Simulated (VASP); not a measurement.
## BSiH5: single point with PBE

Molecule: BSiH5, in a box.

```xyz
7
Lattice="12.0000 0.0000 0.0000 0.0000 13.0000 0.0000 0.0000 0.0000 12.0000" Properties=species:S:1:pos:R:3 pbc="T T T"
B     5.7678    5.5305    6.5242
Si    5.9271    7.5096    6.0718
H     4.7306    5.0265    6.6058
H     6.7830    4.7774    6.5962
H     5.1950    7.7849    4.8729
H     5.1937    8.2106    7.2166
H     7.3100    8.0267    6.0134
```

The cell isn't the ideal one: atoms moved at random, drawn with an rms of 0.05 Å.

```yaml
Program: VASP 6.6.1
Task: single point
Functional: PBE
Potentials_or_basis: VASP PAW PBE potentials, release 64 (B, Si, H)
Cutoff: 520 eV
k_mesh: 1 × 1 × 1
Occupations: gaussian, width 0.01 eV
Spin: no spin polarisation
Further_INCAR_settings: ALGO = Fast; EDIFF = 1e-06
```

```
Largest force                   : 2.177 eV/Å
Gap between the frontier levels : 3.66 eV
```

Forces in eV/Å, atoms in the order of the input:
```
B    2.104 -0.063 -0.556
Si   0.019 -0.609  1.786
H   -1.024 -0.438  0.216
H   -0.985  0.741  0.098
H   -0.560  0.293 -1.089
H    0.234 -0.061 -0.346
H    0.212  0.138 -0.109
```

Levels at points of the mesh, in eV from the valence-band top:
| k point | band 3 | band 4 | band 5 | band 6 | band 7 | band 8 | band 9 | band 10 |
| --- | --- | --- | --- | --- | --- | --- | --- | --- |
| (0.00, 0.00, 0.00) | -1.86 | -1.43 | -0.95 | 0.00 | 3.66 | 6.53 | 7.05 | 7.14 |

Run time: 100 s on 1 thread of AMD EPYC 7R13 Processor (Zen 3), on a shared host, peak memory 1.4 GiB.
